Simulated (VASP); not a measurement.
Data:

```xyz
4
Lattice="3.1799 0.0000 0.0000 -1.5899 2.7539 0.0000 0.0000 0.0000 5.2763" Properties=species:S:1:pos:R:3 pbc="T T T"
B      0.0000     1.8359     0.0019
B      1.5899     0.9179     2.6401
P      0.0000     1.8359     1.9767
P      1.5899     0.9179     4.6149
```

Computed with PBEsol GGA, VASP's PBE PAW potentials (set 64) (plane waves; VASP). Run with 620 eV cut-off, 8×8×4 Γ-centred mesh, Gaussian smearing of 0.050 eV, potentials B P.

Q: Predict the energy per atom (σ→0).

A: 
```
Property                            Value
---------------------  ------------------
energy per atom (σ→0)  -658.8 kJ/mol-atom
```

The absolute energy has meaning only against runs of the same code, potentials and settings.

The structure was generated: BP was put into the wurtzite type (P6_3mc), which need not be its known phase. It was relaxed first, which changed the volume by +8 %.
